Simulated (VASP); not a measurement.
Data:

```
CELL_PARAMETERS angstrom
      2.07584    -3.59546     0.00000
      2.07584     3.59546     0.00000
      0.00000     0.00000     6.74903
ATOMIC_POSITIONS crystal
  Cd 0.66667 0.33333 0.50005
  Cd 0.33333 0.66667 0.00005
  S  0.66667 0.33333 0.87695
  S  0.33333 0.66667 0.37695
```

The numbers are results of PBE GGA with D3 dispersion (Becke-Johnson damping), VASP's PBE PAW potentials (set 64) (plane waves; VASP 6.6.1), not measurements. Numerical set-up: 520 eV cut-off, 7×7×4 Γ-centred mesh, tetrahedra with Blöchl corrections, potentials Cd S.

The cores are frozen, which limits the accuracy of field gradients.

Q: Give the principal components of the electric field gradient (V/Å²) and the asymmetry η at each nucleus.

A: 
| atom | Vxx | Vyy | Vzz | η |
|---|---|---|---|---|
| Cd1 | -1.9 | -1.9 | 3.8 | 0.00 |
| Cd2 | -1.9 | -1.9 | 3.8 | 0.00 |
| S3 | 0.2 | 0.2 | -0.3 | - |
| S4 | 0.2 | 0.2 | -0.3 | - |

The compound is CdS in the wurtzite structure. It was relaxed first.
